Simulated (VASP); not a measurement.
A convergence study with VASP on WS2 (2H layered): one setting is varied, all else stays as given below, so the limit is that of these other settings. Each run relaxes cell and ions from the cell shown.

```xyz
6
Lattice="1.5750 -2.7280 0.0000 1.5750 2.7280 0.0000 0.0000 0.0000 12.3200" Properties=species:S:1:pos:R:3 pbc="T T T"
W      1.5750     0.9093     3.0800
W      1.5750    -0.9093     9.2400
S      1.5750     0.9093    10.8170
S      1.5750    -0.9093     4.6570
S      1.5750    -0.9093     1.5030
S      1.5750     0.9093     7.6630
```

These are PBEsol GGA, VASP's PBE PAW potentials (set 64) (plane waves; VASP 6.6.1) values and carry that method's errors. The tightest run used: 550 eV cut-off, 12×12×3 Γ-centred mesh, Gaussian smearing of 0.050 eV, potentials W_sv S.

```json
[
 {"setting": "3×3×1 mesh", "relaxed volume (Å³/atom)": "19.275", "E (eV/atom)": "-8.4106", "irreducible k-points": "3"},
 {"setting": "4×4×1 mesh", "relaxed volume (Å³/atom)": "18.544", "E (eV/atom)": "-8.4408", "irreducible k-points": "4"},
 {"setting": "5×5×1 mesh", "relaxed volume (Å³/atom)": "18.476", "E (eV/atom)": "-8.4223", "irreducible k-points": "5"},
 {"setting": "6×6×1 mesh", "relaxed volume (Å³/atom)": "18.484", "E (eV/atom)": "-8.4216", "irreducible k-points": "7"}
]
```

Question: These are the cheaper rows. Estimate the results at 12×12×3 mesh, and how far the last row shown lies from them.

Answer: 
| quantity | tightest run | last row shown is off by |
|---|---|---|
| relaxed volume (Å³/atom) | 18.124 | 0.360 |
| E (eV/atom) | -8.4256 | 0.0040 |

Left out are rungs that failed or repeat a setting and relaxations that didn't move; long series are thinned to 24 rows.

The compound is WS2 in the 2H layered structure.
